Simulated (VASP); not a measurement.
NaCl (rock salt):

```xyz
2
Lattice="0.0000 2.8200 2.8200 2.8200 0.0000 2.8200 2.8200 2.8200 0.0000" Properties=species:S:1:pos:R:3 pbc="T T T"
Na     0.0000     0.0000     0.0000
Cl     2.8200     2.8200     2.8200
```

The lowest empty band near Γ, direction [110], from PBE with spin-orbit coupling in VASP (PAW); its two spin partners are averaged. The gap over the points computed is 5.06 eV, and the next band on that side lies 6.01 eV away at the edge.

Numerical set-up: 400 eV cut-off, 9×9×9 Γ-centred mesh, Gaussian smearing of 0.050 eV, potentials Na_pv Cl.

```tsv
distance from the edge in k (1/Å)	distance in energy (meV)
0.018	3.1
0.025	6.0
0.035	11.7
0.050	23.8
0.070	46.4
```

Question: Fit E(1 + αE) = ħ²k²/2m* (ħ²/2m0 = 3.810 eV Å²) and predict the row at 0.095 1/Å.

Answer: The rows don't resolve α, so a parabola serves: the electron mass is m* = 0.402 m0, and so 85.6 meV. The run gave 84.8 meV, -0.8 meV from the fit.

Left out are points under 3 meV from the edge, since the levels carry 0.1 meV, and points farther than half the way to the next band.

The compound is NaCl in the rock salt structure. The cell was not relaxed at this level.
